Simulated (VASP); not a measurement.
Method: PBE GGA, VASP's PBE PAW potentials (set 64) (plane waves; VASP).

The input files of a VASP run:

KPOINTS:
```
Automatic mesh
0
gamma
1 1 1
0 0 0
```

**POSCAR**
```
Al35ScN36
1.0
  4.6932676572  -8.1289780182   0.0000000000
  4.6932676572   8.1289780182   0.0000000000
  0.0000000000   0.0000000000  10.0192026154
Al N Sc
35 36 1
Cart
  1.5644209880  -0.9032188766   2.5048006538
  1.5644209880   0.9032188766   0.0000000000
  1.5644209880  -0.9032188766   7.5144019615
  1.5423954829   0.9239071256   5.0018163873
  3.0852602925   1.8317026168   2.4609165464
  3.1288466692   3.6128836353   0.0000000000
  3.1433676394   1.7669553069   7.4996436761
  3.1173481635   3.6074047041   5.0575932882
  4.6932676572   4.5161025119   2.5048006538
  4.6932676572   6.3225402650   0.0000000000
  4.6932676572   4.5161025119   7.5144019615
  4.6932676572   6.3225402650   5.0096013077
  3.1288466692  -3.6128836353   2.5048006538
  3.1288419760  -1.8064377532   0.0000000000
  3.1288466692  -3.6128836353   7.5144019615
  3.1192489369  -1.8513910016   4.9854249718
  4.7179542451  -0.8930820410   2.5459695574
  4.6932676572   0.9032270056   0.0000000000
  4.6444248207  -0.8922447563   7.5508017247
  6.3005663385   1.8016823010   2.4939197998
  6.2576886452   3.6128836353   0.0000000000
  6.2100848313   1.8267439402   7.5437181484
  6.2454439099   3.5874643210   4.9857355671
  4.6932676572  -6.3225402650   2.5048006538
  4.6932676572  -4.5161025119   0.0000000000
  4.6932676572  -6.3225402650   7.5144019615
  4.6932676572  -4.5161025119   5.0096013077
  6.2576886452  -3.6128836353   2.5048006538
  6.2576933384  -1.8064377532   0.0000000000
  6.2576886452  -3.6128836353   7.5144019615
  6.2362357187  -1.8111037865   4.9825494606
  7.8221143264  -0.9032188766   2.5048006538
  7.8221143264   0.9032188766   0.0000000000
  7.8221143264  -0.9032188766   7.5144019615
  7.8270234844   0.9199157974   5.0105130551
  1.5644209880  -0.9032188766   4.4184683534
  1.5644209880   0.9032188766   1.9136676995
  1.5644209880  -0.9032188766   9.4280696611
  1.5644209880   0.9032188766   6.9232690072
  3.1335446301   1.8007312106   4.3717989076
  3.1288466692   3.6128836353   1.9136676995
  3.1288419760   1.8064377532   9.4280696611
  3.1288466692   3.6128836353   6.9232690072
  4.6932676572   4.5161025119   4.4184683534
  4.6932676572   6.3225402650   1.9136676995
  4.6932676572   4.5161025119   9.4280696611
  4.6932676572   6.3225402650   6.9232690072
  3.1288466692  -3.6128836353   4.4184683534
  3.1288419760  -1.8064377532   1.9136676995
  3.1288466692  -3.6128836353   9.4280696611
  3.1288419760  -1.8064377532   6.9232690072
  4.6744007212  -0.8759461553   4.3896631459
  4.6719743018   0.8804252222   1.8883692129
  4.6932676572  -0.9032270056   9.4280696611
  4.7170062050   0.9009021178   6.9434577005
  6.2310261916   1.7641345516   4.4250910463
  6.2576886452   3.6128836353   1.9136676995
  6.2576933384   1.8064377532   9.4280696611
  6.2576886452   3.6128836353   6.9232690072
  4.6932676572  -6.3225402650   4.4184683534
  4.6932676572  -4.5161025119   1.9136676995
  4.6932676572  -6.3225402650   9.4280696611
  4.6932676572  -4.5161025119   6.9232690072
  6.2576886452  -3.6128836353   4.4184683534
  6.2576933384  -1.8064377532   1.9136676995
  6.2576886452  -3.6128836353   9.4280696611
  6.2576933384  -1.8064377532   6.9232690072
  7.8221143264  -0.9032188766   4.4184683534
  7.8221143264   0.9032188766   1.9136676995
  7.8221143264  -0.9032188766   9.4280696611
  7.8221143264   0.9032188766   6.9232690072
  4.6690363163   0.9401244368   5.0022071362
```

INCAR:
```
SYSTEM = Al35ScN36
PREC = Normal; ENCUT = 400; LREAL = Auto
LASPH = T; ISYM = 0
EDIFF = 1E-5; NELM = 100; NELMIN = 4
ALGO = Fast; LMAXMIX = 4
ISMEAR = 0; SIGMA = 0.05
GGA = PE
IBRION = 2; NSW = 60; ISIF = 2
EDIFFG = -0.03
LWAVE = T; LCHARG = F
```

POTCAR, in this order: Al N Sc_sv (PBE.64 set). Program: vasp_gam.

What VASP printed:

File OUTCAR:
```
 ion  position               nearest neighbor table
   1  0.222  0.111  0.250-  37 1.90  49 1.90  45 1.90  36 1.91  16 3.08   2 3.09  14 3.09  10 3.09
                            12 3.09   4 3.09   9 3.13  24 3.13  32 3.13  13 3.13   5 3.13  17 3.15
   2  0.111  0.222  0.000-  38 1.90  42 1.90  62 1.90  37 1.91   5 3.04   3 3.09   1 3.09  24 3.09
                            26 3.09   7 3.10  14 3.13  25 3.13  10 3.13  33 3.13  18 3.13   6 3.13
   3  0.222  0.111  0.750-  39 1.90  51 1.90  47 1.90  38 1.91  19 3.08   2 3.09  14 3.09  10 3.09
                            12 3.09   7 3.10   4 3.11  16 3.12  11 3.13  26 3.13  34 3.13  15 3.13
   4  0.107  0.221  0.499-  60 1.87  36 1.92  39 1.92  40 1.92  24 3.06  26 3.08   7 3.08   1 3.09
                            27 3.10  35 3.10   3 3.11   5 3.11   8 3.11  72 3.13  12 3.14  16 3.19
   5  0.216  0.441  0.246-  41 1.86  37 1.86  40 1.91  53 1.94   6 3.04   2 3.04  18 3.08  28 3.09
                            24 3.09   4 3.11  72 3.12   9 3.13   1 3.13   8 3.15  17 3.18  20 3.22
   6  0.111  0.556  0.000-  46 1.90  66 1.90  42 1.90  41 1.91   5 3.04   9 3.09  11 3.09  28 3.09
                            30 3.09   7 3.12  10 3.13  18 3.13  29 3.13  21 3.13  25 3.13   2 3.13
   7  0.226  0.444  0.749-  55 1.88  39 1.89  42 1.93  43 1.93  72 3.04  19 3.05   8 3.06  22 3.07
                            18 3.08   4 3.08   2 3.10   3 3.10   6 3.12  26 3.14  11 3.16  30 3.17
   8  0.110  0.554  0.505-  43 1.87  64 1.91  44 1.93  40 1.93  30 3.05  11 3.06   7 3.06  72 3.09
                             4 3.11  27 3.12  28 3.12  23 3.13   9 3.13  31 3.14  12 3.14   5 3.15
   9  0.222  0.778  0.250-  45 1.90  41 1.90  57 1.90  44 1.91  23 3.07  12 3.09  10 3.09  21 3.09
                             6 3.09   1 3.13  32 3.13  28 3.13  13 3.13   5 3.13   8 3.13  20 3.15
  10  0.111  0.889  0.000-  46 1.90  38 1.90  70 1.90  45 1.91   9 3.09  11 3.09   1 3.09   3 3.09
                            32 3.09  34 3.09   6 3.13  21 3.13  33 3.13   2 3.13  29 3.13  14 3.13
  11  0.222  0.778  0.750-  47 1.90  43 1.90  59 1.90  46 1.91   8 3.06  22 3.09  12 3.09  10 3.09
                            21 3.09   6 3.09  23 3.11   3 3.13  34 3.13  30 3.13  15 3.13   7 3.16
  12  0.111  0.889  0.500-  44 1.90  36 1.90  68 1.90  47 1.91   9 3.09  11 3.09   1 3.09   3 3.09
                            32 3.09  34 3.09  16 3.12   4 3.14   8 3.14  35 3.14  23 3.14  31 3.15
  13  0.556  0.111  0.250-  61 1.90  57 1.90  49 1.90  48 1.91  16 3.04  23 3.08  25 3.09  27 3.09
                            21 3.09  14 3.09  20 3.11  24 3.13  28 3.13   9 3.13   1 3.13  17 3.15
  14  0.444  0.222  0.000-  38 1.90  54 1.90  50 1.90  49 1.91  19 3.04   3 3.09   1 3.09  15 3.09
                            13 3.09   2 3.13  21 3.13  10 3.13  18 3.13  25 3.13  29 3.13  17 3.14
  15  0.556  0.111  0.750-  63 1.90  59 1.90  51 1.90  50 1.91  16 3.08  25 3.09  27 3.09  21 3.09
                            14 3.09  19 3.11  23 3.12  26 3.13  30 3.13  11 3.13   3 3.13  22 3.14
  16  0.446  0.218  0.498-  48 1.85  36 1.91  52 1.93  51 1.94  13 3.04  17 3.07   1 3.08  15 3.08
                            27 3.09  23 3.11   3 3.12  31 3.12  12 3.12  19 3.13   4 3.19  72 3.19
  17  0.558  0.448  0.254-  52 1.84  53 1.89  65 1.90  49 1.94  31 3.01  72 3.07  16 3.07  32 3.10
                            29 3.11  18 3.12  20 3.13  28 3.13  14 3.14  13 3.15   1 3.15   5 3.18
  18  0.444  0.556  0.000-  53 1.89  42 1.90  58 1.90  54 1.90  22 3.05  19 3.05   7 3.08   5 3.08
                            20 3.10  17 3.12  21 3.13   6 3.13   2 3.13  33 3.13  29 3.13  14 3.13
  19  0.550  0.440  0.754-  51 1.88  54 1.88  55 1.89  67 1.96  14 3.04  18 3.05   7 3.05   3 3.08
                            29 3.09  15 3.11  16 3.13  22 3.14  72 3.14  31 3.16  30 3.16  34 3.18
  20  0.560  0.782  0.249-  69 1.86  57 1.90  56 1.93  53 1.97  33 3.06  23 3.07  35 3.07  21 3.08
...
```

File OSZICAR:
```
...
   2 F= -.53493887E+03 E0= -.53493887E+03  d E =-.104668E+01
       N       E                     dE             d eps       ncg     rms          rms(c)
DAV:   1    -0.535172987044E+03   -0.23411E+00   -0.91127E+01   396   0.245E+01    0.238E+00
RMM:   2    -0.535215318506E+03   -0.42331E-01   -0.19191E+00   417   0.555E+00    0.324E+00
RMM:   3    -0.535265259835E+03   -0.49941E-01   -0.59323E-01   446   0.198E+00    0.220E+00
RMM:   4    -0.535248578123E+03    0.16682E-01   -0.75148E-02   504   0.739E-01    0.160E+00
RMM:   5    -0.535246791065E+03    0.17871E-02   -0.75127E-02   492   0.545E-01    0.674E-01
RMM:   6    -0.535242761974E+03    0.40291E-02   -0.21863E-02   448   0.316E-01    0.362E-01
RMM:   7    -0.535242719679E+03    0.42295E-04   -0.19748E-03   453   0.143E-01    0.221E-01
RMM:   8    -0.535242751942E+03   -0.32263E-04   -0.52570E-04   438   0.509E-02    0.157E-01
RMM:   9    -0.535242735624E+03    0.16318E-04   -0.14137E-04   391   0.423E-02    0.397E-02
RMM:  10    -0.535242733931E+03    0.16932E-05   -0.88333E-05   327   0.297E-02
   3 F= -.53524273E+03 E0= -.53524273E+03  d E =-.135055E+01
       N       E                     dE             d eps       ncg     rms          rms(c)
DAV:   1    -0.535268610471E+03   -0.25875E-01   -0.33977E+01   394   0.180E+01    0.127E+00
RMM:   2    -0.535394263190E+03   -0.12565E+00   -0.16579E+00   471   0.380E+00    0.159E+00
RMM:   3    -0.535415399936E+03   -0.21137E-01   -0.31187E-01   455   0.122E+00    0.126E+00
RMM:   4    -0.535406339679E+03    0.90603E-02   -0.40698E-02   486   0.491E-01    0.857E-01
RMM:   5    -0.535406812555E+03   -0.47288E-03   -0.47695E-02   429   0.432E-01    0.413E-01
RMM:   6    -0.535403803755E+03    0.30088E-02   -0.10353E-02   490   0.244E-01    0.156E-01
RMM:   7    -0.535403861022E+03   -0.57268E-04   -0.26373E-03   483   0.899E-02    0.918E-02
RMM:   8    -0.535403879973E+03   -0.18950E-04   -0.36302E-04   430   0.536E-02    0.664E-02
RMM:   9    -0.535403856938E+03    0.23034E-04   -0.25624E-04   389   0.354E-02    0.164E-02
RMM:  10    -0.535403860965E+03   -0.40267E-05   -0.11116E-04   325   0.348E-02    0.749E-03
RMM:  11    -0.535403864146E+03   -0.31804E-05   -0.36559E-05   264   0.191E-02
   4 F= -.53540386E+03 E0= -.53540386E+03  d E =-.161130E+00
       N       E                     dE             d eps       ncg     rms          rms(c)
DAV:   1    -0.535409767176E+03   -0.59062E-02   -0.14776E+00   428   0.372E+00    0.318E-01
RMM:   2    -0.535415119791E+03   -0.53526E-02   -0.71776E-02   472   0.777E-01    0.286E-01
RMM:   3    -0.535415970546E+03   -0.85075E-03   -0.13329E-02   465   0.255E-01    0.201E-01
RMM:   4    -0.535415648283E+03    0.32226E-03   -0.19623E-03   452   0.110E-01    0.105E-01
RMM:   5    -0.535415666043E+03   -0.17761E-04   -0.11372E-03   424   0.785E-02    0.480E-02
RMM:   6    -0.535415637253E+03    0.28790E-04   -0.29653E-04   398   0.479E-02    0.155E-02
RMM:   7    -0.535415643723E+03   -0.64692E-05   -0.91654E-05   320   0.284E-02
   5 F= -.53541564E+03 E0= -.53541564E+03  d E =-.172910E+00
       N       E                     dE             d eps       ncg     rms          rms(c)
DAV:   1    -0.535430303858E+03   -0.14667E-01   -0.82948E+00   404   0.853E+00    0.563E-01
RMM:   2    -0.535446476649E+03   -0.16173E-01   -0.22689E-01   439   0.154E+00    0.399E-01
RMM:   3    -0.535448815930E+03   -0.23393E-02   -0.42393E-02   438   0.524E-01    0.248E-01
RMM:   4    -0.535447934734E+03    0.88120E-03   -0.71308E-03   486   0.210E-01    0.150E-01
RMM:   5    -0.535447831689E+03    0.10304E-03   -0.19544E-03   455   0.934E-02    0.590E-02
RMM:   6    -0.535447847346E+03   -0.15657E-04   -0.41543E-04   461   0.479E-02    0.300E-02
RMM:   7    -0.535447852798E+03   -0.54529E-05   -0.10961E-04   348   0.318E-02    0.128E-02
RMM:   8    -0.535447854740E+03   -0.19417E-05   -0.34226E-05   262   0.189E-02
   6 F= -.53544785E+03 E0= -.53544785E+03  d E =-.322110E-01
       N       E                     dE             d eps       ncg     rms          rms(c)
DAV:   1    -0.535448088041E+03   -0.23524E-03   -0.28501E-01   444   0.158E+00    0.103E-01
RMM:   2    -0.535448684154E+03   -0.59611E-03   -0.82069E-03   445   0.283E-01    0.674E-02
RMM:   3    -0.535448751701E+03   -0.67547E-04   -0.13969E-03   422   0.936E-02    0.411E-02
RMM:   4    -0.535448724565E+03    0.27136E-04   -0.24071E-04   415   0.413E-02    0.239E-02
RMM:   5    -0.535448723056E+03    0.15088E-05   -0.74763E-05   326   0.331E-02
   7 F= -.53544872E+03 E0= -.53544872E+03  d E =-.330793E-01
       N       E                     dE             d eps       ncg     rms          rms(c)
DAV:   1    -0.535451183439E+03   -0.24589E-02   -0.15077E+00   412   0.384E+00    0.266E-01
RMM:   2    -0.535456243068E+03   -0.50596E-02   -0.62240E-02   456   0.739E-01    0.125E-01
RMM:   3    -0.535456839616E+03   -0.59655E-03   -0.97929E-03   452   0.230E-01    0.962E-02
RMM:   4    -0.535456772487E+03    0.67129E-04   -0.15176E-03   476   0.923E-02    0.508E-02
RMM:   5    -0.535456774049E+03   -0.15622E-05   -0.45195E-04   420   0.591E-02    0.198E-02
RMM:   6    -0.535456785019E+03   -0.10970E-04   -0.15523E-04   364   0.347E-02    0.989E-03
RMM:   7    -0.535456788739E+03   -0.37198E-05   -0.42441E-05   270   0.186E-02
   8 F= -.53545679E+03 E0= -.53545679E+03  d E =-.806568E-02
       N       E                     dE             d eps       ncg     rms          rms(c)
DAV:   1    -0.535456810105E+03   -0.25085E-04   -0.21638E-02   476   0.459E-01    0.298E-02
RMM:   2    -0.535456889428E+03   -0.79323E-04   -0.93966E-04   469   0.869E-02    0.147E-02
RMM:   3    -0.535456897223E+03   -0.77949E-05   -0.13002E-04   323   0.268E-02    0.116E-02
RMM:   4    -0.535456896537E+03    0.68565E-06   -0.18032E-05   235   0.203E-02
   9 F= -.53545690E+03 E0= -.53545690E+03  d E =-.817348E-02
       N       E                     dE             d eps       ncg     rms          rms(c)
DAV:   1    -0.535458818844E+03   -0.19216E-02   -0.71101E-01   404   0.244E+00    0.147E-01
RMM:   2    -0.535460090134E+03   -0.12713E-02   -0.17121E-02   429   0.460E-01    0.774E-02
RMM:   3    -0.535460375401E+03   -0.28527E-03   -0.41562E-03   429   0.158E-01    0.556E-02
RMM:   4    -0.535460374269E+03    0.11318E-05   -0.72270E-04   454   0.642E-02    0.328E-02
RMM:   5    -0.535460373320E+03    0.94904E-06   -0.17617E-04   402   0.408E-02    0.124E-02
RMM:   6    -0.535460378888E+03   -0.55679E-05   -0.67808E-05   313   0.230E-02
  10 F= -.53546038E+03 E0= -.53546038E+03  d E =-.348235E-02
       N       E                     dE             d eps       ncg     rms          rms(c)
DAV:   1    -0.535460430274E+03   -0.56954E-04   -0.14377E-01   420   0.110E+00    0.636E-02
RMM:   2    -0.535460710233E+03   -0.27996E-03   -0.36381E-03   432   0.208E-01    0.339E-02
RMM:   3    -0.535460765002E+03   -0.54769E-04   -0.81165E-04   419   0.704E-02    0.248E-02
RMM:   4    -0.535460765892E+03   -0.88994E-06   -0.15322E-04   356   0.338E-02    0.144E-02
RMM:   5    -0.535460766701E+03   -0.80936E-06   -0.45905E-05   281   0.237E-02
  11 F= -.53546077E+03 E0= -.53546077E+03  d E =-.387016E-02
       N       E                     dE             d eps       ncg     rms          rms(c)
DAV:   1    -0.535460910726E+03   -0.14483E-03   -0.46408E-01   388   0.206E+00    0.131E-01
RMM:   2    -0.535462147538E+03   -0.12368E-02   -0.15169E-02   443   0.386E-01    0.653E-02
RMM:   3    -0.535462379786E+03   -0.23225E-03   -0.30914E-03   444   0.131E-01    0.454E-02
RMM:   4    -0.535462382970E+03   -0.31845E-05   -0.48061E-04   424   0.524E-02    0.293E-02
RMM:   5    -0.535462380075E+03    0.28953E-05   -0.15538E-04   379   0.383E-02    0.109E-02
RMM:   6    -0.535462384291E+03   -0.42164E-05   -0.51951E-05   285   0.236E-02
  12 F= -.53546238E+03 E0= -.53546238E+03  d E =-.161759E-02
```

OUTCAR:
```
------------------------ aborting loop because EDIFF is reached ----------------------------------------
  FORCE on cell =-STRESS in cart. coord.  units (eV):
  Direction    XX          YY          ZZ          XY          YZ          ZX
  --------------------------------------------------------------------------------------
  Total       -1.3566268     -1.1512193    -15.4935796     -0.0217854     -0.0080767      0.0010462
  in kB       -2.8431290     -2.4126495    -32.4704213     -0.0456563     -0.0169266      0.0021926
  external PRESSURE =     -12.5753999 kB  Pullay stress =       0.0000000 kB
  volume of cell :      764.49
      direct lattice vectors                 reciprocal lattice vectors
     4.693267657 -8.128978018  0.000000000     0.106535582 -0.061508347  0.000000000
     4.693267657  8.128978018  0.000000000     0.106535582  0.061508347  0.000000000
     0.000000000  0.000000000 10.019202615     0.000000000  0.000000000  0.099808342
  FREE ENERGIE OF THE ION-ELECTRON SYSTEM (eV)
  ---------------------------------------------------
  free  energy   TOTEN  =      -535.4623842914 eV

  energy  without entropy=     -535.4623842914  energy(sigma->0) =     -535.46238429

 reached required accuracy - stopping structural energy minimisation
```
(Selected blocks of OUTCAR.)

### CONTCAR
```
Al35ScN36
   1.00000000000000
     4.6932676571999998   -8.1289780181999998    0.0000000000000000
     4.6932676571999998    8.1289780181999998    0.0000000000000000
     0.0000000000000000    0.0000000000000000   10.0192026153999993
  Al              N               Sc
    35    36     1
Direct
     0.2219173116932980    0.1105349997455323    0.2495435808804040
     0.1100225960096353    0.2205378997711725    0.9996540608618414
     0.2219205432946446    0.1106093586301005    0.7494609886649808
     0.1074919108383127    0.2193327748853557    0.4997525937898802
     0.2174080767507098    0.4419738872444812    0.2463106732905775
     0.1100426374507619    0.5560316922142844    0.9996058146602534
     0.2204330067339266    0.4433897899185220    0.7535259561757651
     0.1074848063420346    0.5543107955720529    0.4997917550320651
     0.2219702492281138    0.7777399383782750    0.2495489056372752
     0.1110355723206128    0.8886962846117730    0.9996447415752193
     0.2220488720411650    0.7775410169011805    0.7494777348395905
     0.1108316399979591    0.8884269938340774    0.4996977516534252
     0.5554065147207580    0.1109003479686212    0.2499768201281267
     0.4437941824516358    0.2205843609178927    0.9996357928488161
     0.5557236133580529    0.1108963639515572    0.7497964889513808
     0.4448842331957646    0.2194843721653295    0.4998780106874987
     0.5574844622518522    0.4419618900963714    0.2464813429438180
     0.4442540778925125    0.5553353274706109    0.0000817924839924
     0.5559246808935826    0.4433122285598485    0.7534915593136098
     0.5575663387260054    0.7817515033779432    0.2465033061909484
     0.4438551181240228    0.8896158806479592    0.9997461450616192
     0.5559972446660002    0.7786776563812842    0.7534907163568327
     0.4449619762671393    0.8915461009425130    0.4998627878479452
     0.8886989533288014    0.1107894295498474    0.2498789010524932
     0.7777473645095900    0.2221516204087486    0.9997839015708936
     0.8884843803472382    0.1110019739196400    0.7496246841374379
     0.7774554970124001    0.2218530629507071    0.4990763785462453
     0.8886841265046445    0.4444629305561922    0.2499255735173097
     0.7790522670101437    0.5559856235425156    0.9997904813245863
     0.8883454362226815    0.4437760220263579    0.7496841524768110
     0.7796069234506379    0.5544245850148226    0.4999085422115466
     0.8890266231553698    0.7777813732544210    0.2496456106465270
     0.7790826391105148    0.8896765060358358    0.9996750382246817
     0.8888065841618222    0.7775306346243380    0.7496813883195564
     0.7796397355482284    0.8913771604317859    0.4999127487983602
     0.2220879769598746    0.1110806059248604    0.4414789831213232
     0.1099698589861462    0.2199637072421710    0.1898947241534461
     0.2218896042077999    0.1104868676601548    0.9405185401108457
     0.1108913813646354    0.2220668654924071    0.6914975009397913
     0.2036177299792115    0.4349112432279920    0.4353092217816436
     0.1099182331494043    0.5564871629276500    0.1898037669975996
     0.2204003926429174    0.4434447951059250    0.9444134998500264
     0.1108194359899239    0.5550815833813113    0.6915456273162942
     0.2221748591087100    0.7771335136589138    0.4414728737738884
     0.1109725352885143    0.8886492155065459    0.1910878925704145
     0.2219957708139925    0.7778971839446828    0.9404842696148594
     0.1108876916156109    0.8884880583399436    0.6907647460600179
     0.5555052268058198    0.1108196078345867    0.4409771802899793
     0.4432796399292201    0.2200540717689356    0.1898836861256218
     0.5559788817910499    0.1111862836692906    0.9406905378552807
     0.4443582866407841    0.2219377003264669    0.6915874677694682
     0.5639665081049438    0.4351354711626618    0.4355608910158882
     0.4440804808510411    0.5551640429306520    0.1948096455514868
     0.5562090659481439    0.4434541868117122    0.9443848237838618
     0.4440465601492434    0.5550604645974200    0.7041775258413066
     0.5639637575718339    0.7948395304549813    0.4355628813225252
     0.4433608464351198    0.8895840917907166    0.1899778268266431
     0.5562252185189791    0.7791257360326472    0.9443937650225879
     0.4444628678675535    0.8884660472064260    0.6915556682190463
     0.8882116576157957    0.1106243880656088    0.4409141344681696
     0.7777299218876954    0.2221606253163553    0.1911986395154924
     0.8885114024572551    0.1111981914047552    0.9405290478196071
     0.7775312554432871    0.2219177741003878    0.6906818843582615
     0.8882452173842572    0.4438296879198136    0.4409291252678220
     0.7794178800058905    0.5564681241575528    0.1900131125558686
     0.8884444091912681    0.4438949497649421    0.9405881538882863
     0.7772063936520862    0.5551095942626193    0.6916325218510623
     0.8881882778736374    0.7772136417458312    0.4415460988717286
     0.7795439889086947    0.8895903923313695    0.1899008718153904
     0.8891998444227278    0.7778428519341218    0.9407027488962796
     0.7773070512957053    0.8884550994129689    0.6916017764883583
     0.4436266935306506    0.5548462560826672    0.4945996175876098
```

At this cut-off the stress carries a Pulay error, which pulls relaxed volumes low. The supercell is sampled at Γ alone, which is coarse: total energies, pressure and levels can be off, energies of defects by several tenths of an eV.

The cell is a supercell with a defect, built from AlN (wurtzite): Sc_Al. The run is not spin-polarised, so no state with unpaired spins was tried.
